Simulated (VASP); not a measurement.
Here is the system:

```
MgB2
1.0
    1.49899    -2.64757     0.00000
    1.49899     2.64757     0.00000
    0.00000     0.00000     3.62526
Mg B
1 2
Direct
  0.00000   0.00000   0.00000
  0.33333   0.66667   0.50000
  0.69900   0.36567   0.50000
```
Cell charge -0.1.

Calculation: PBE GGA, VASP's PBE PAW potentials (set 64) (plane waves; VASP). Settings: NELECT = 8.1, 520 eV cut-off, 11×11×8 Γ-centred mesh, Gaussian smearing of 0.050 eV, potentials Mg B.

The cell is charged, with a uniform compensating background.

Task: Estimate the energy per atom (σ→0), pressure, largest force, band gap (on the k-mesh) with the smallest direct gap where there is one.

Result: 
| Item | Result |
|---|---|
| band gap (on the k-mesh) | none (metal, semimetal or under 0.01 eV) |
| energy per atom (σ→0) | -4.896 eV/atom |
| pressure | 7.27 GPa |
| largest force | 1.124 eV/Å |

Total energies compare only between runs with the same potentials, cut-off and functional.

The compound is MgB2 in the AlB2 type structure. The cell was not relaxed at this level, atoms are displaced from their ideal sites. The run is one of a series of settings (ISMEAR = 0, NELECT = 8.1, SIGMA = 0.05 against the base run), some of them coarse on purpose.
